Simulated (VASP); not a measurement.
# KMgI3 in VASP: a PBE single point

What does VASP give for KMgI3, cubic perovskite, under -2.0 % strain along x alone, the cell held fixed? Runs: PBE. The results are then set beside those of Ansatz 0.2.0 for the same cell. This is a trial cell built on a prototype, not taken from a measured structure, and it needn't be the compound's ground state.

Code: VASP 6.6.1. PAW datasets, plane waves. No spin polarisation. The prototype was imposed, so other structures may be more stable.

## 1. The system as given

The cell comes from an earlier relaxation with r2SCAN in another program, then strained, with the atoms relaxed again.

The symmetry is P4/mmm (No. 123, tetragonal); a = 5.814 Å, c = 5.698 Å in the conventional setting, 38.52 Å³ an atom. Around K lie 12 I at 4.07–4.11 Å; around Mg lie 6 I at 2.85–2.91 Å; around I lie 2 Mg at 2.91 Å and 4 K at 4.07 Å; around I lie 2 Mg at 2.85 Å and 4 K at 4.11 Å.

Structure file:

```cif
data_structure
_symmetry_space_group_name_H-M 'P4/mmm'
_symmetry_Int_Tables_number 123
_cell_length_a 5.8139
_cell_length_b 5.8139
_cell_length_c 5.6976
_cell_angle_alpha 90.000
_cell_angle_beta 90.000
_cell_angle_gamma 90.000
_cell_volume 192.58
loop_
_atom_site_label
_atom_site_type_symbol
_atom_site_symmetry_multiplicity
_atom_site_Wyckoff_symbol
_atom_site_fract_x
_atom_site_fract_y
_atom_site_fract_z
_atom_site_occupancy
K1 K 1 a 0.00000 0.00000 0.00000 1
Mg1 Mg 1 d 0.50000 0.50000 0.50000 1
I1 I 2 e 0.50000 0.00000 0.50000 1
I2 I 1 c 0.50000 0.50000 0.00000 1
```

## 2. Single point with PBE

The input, INCAR:

```
ENCUT = 520.000000
SIGMA = 0.020000
EDIFF = 1.00e-07
GGA = PE
PREC = Accurate
IBRION = -1
ISIF = 2
ISMEAR = -1
NBANDS = 24
NELM = 120
NSW = 0
LASPH = .TRUE.
LCHARG = .FALSE.
LWAVE = .FALSE.
LREAL = .FALSE.
```

The input, KPOINTS:

```
KPOINTS created by Atomic Simulation Environment
0
Gamma
4 4 4
0 0 0
```

The input, KPOINTS_OPT:

```
special points
4
Reciprocal
0.0000000000 0.0000000000 0.0000000000 1
0.0000000000 0.5000000000 0.0000000000 1
0.5000000000 0.5000000000 0.0000000000 1
0.5000000000 0.5000000000 0.5000000000 1
```

The input, POSCAR:

```
K  Mg I
 1.0000000000000000
     5.6975794737000003    0.0000000000000000    0.0000000000000000
     0.0000000000000000    5.8138566057999999    0.0000000000000000
     0.0000000000000000    0.0000000000000000    5.8138566057999999
 K   Mg  I
   1   1   3
Cartesian
  0.0000000000000000  0.0000000000000000  0.0000000000000000
  2.8487897368500001  2.9069283028999999  2.9069283028999999
  2.8487897368500001  2.9069283028999999  0.0000000000000000
  2.8487897368500001  0.0000000000000000  2.9069283028999999
  0.0000000000000000  2.9069283028999999  2.9069283028999999
```

Potentials: the recommended PBE PAW datasets, 32 valence electrons in the neutral cell.

The run is started by

```
$ mpirun -np 1 vasp_std
```

What does the calculation give? Wanted: for each run, gap; pressure; Ansatz: gap; Ansatz: pressure.

The runs gave:

```
level  gap (eV)  pressure (GPa)  Ansatz: gap (eV)  Ansatz: pressure (GPa)
  PBE      1.23            0.84              1.24                    0.87
```

In words: Spin-orbit coupling is left out, though the cell holds I (Z = 53); in an element this heavy it can shift bands and gaps by tenths of an eV. The two programs agree on the gap within 0.03 eV. Datasets and cutoffs are each program's own. VASP's cell holds 32 valence electrons and Ansatz's 70.
